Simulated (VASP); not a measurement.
A convergence study with VASP on Al (fcc): one setting is varied, all else stays as given below, so the limit is that of these other settings. Each run relaxes cell and ions from the cell shown.

```
CELL_PARAMETERS angstrom
      0.00000     2.02500     2.02500
      2.02500     0.00000     2.02500
      2.02500     2.02500     0.00000
ATOMIC_POSITIONS crystal
  Al 0.00000 0.00000 0.00000
```

The numbers are results of PBE GGA, VASP's PBE PAW potentials (set 64) (plane waves; VASP 6.6.1), not measurements. The tightest run used: 550 eV cut-off, 20×20×20 Γ-centred mesh, first-order Methfessel-Paxton smearing of 0.10 eV, potentials Al.

| setting | relaxed volume (Å³/atom) | E (eV/atom) | irreducible k-points |
|---|---|---|---|
| 2×2×2 mesh | 15.680 | -4.4343 | 3 |
| 3×3×3 mesh | 16.368 | -3.1638 | 4 |
| 4×4×4 mesh | 16.621 | -3.4492 | 8 |
| 5×5×5 mesh | 16.876 | -3.6853 | 10 |
| 7×7×7 mesh | 16.335 | -3.7915 | 20 |

Task: These are the cheaper rows. Estimate the results at 20×20×20 mesh, and how far the last row shown lies from them.

Result: 
```tsv
quantity	tightest run	last row shown is off by
relaxed volume (Å³/atom)	16.481	-0.146
E (eV/atom)	-3.7451	-0.0465
```

Left out are rungs that failed or repeat a setting and relaxations that didn't move; long series are thinned to 24 rows.

The compound is Al in the fcc structure.
